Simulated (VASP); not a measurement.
Here is the system:

```yaml
crystal:
  lattice:
    - [0.00000, 2.15802, 2.15802]
    - [2.15802, 0.00000, 2.15802]
    - [2.15802, 2.15802, 0.00000]
  atoms:
    - { symbol: Ti, position: [0.00000, 0.00000, 0.00000] }
    - { symbol: N, position: [0.50000, 0.50000, 0.50000] }
```

Method: MS2 meta-GGA, VASP's PBE PAW potentials (set 64) (plane waves; VASP). Run with 520 eV cut-off, 15×15×15 Γ-centred mesh, first-order Methfessel-Paxton smearing of 0.10 eV, potentials Ti_sv N.

Give the stress tensor in GPa (positive for a compressed cell).

```
-15.25    0.00    0.00
  0.00  -15.25    0.00
  0.00    0.00  -15.25
```
The pressure is its mean diagonal, -15.25 GPa.

The compound is TiN in the rock salt structure. This cell is one point of a volume scan, at 1.06 of the reference volume. The electron count is odd and the run is not spin-polarised, which forces a metal.
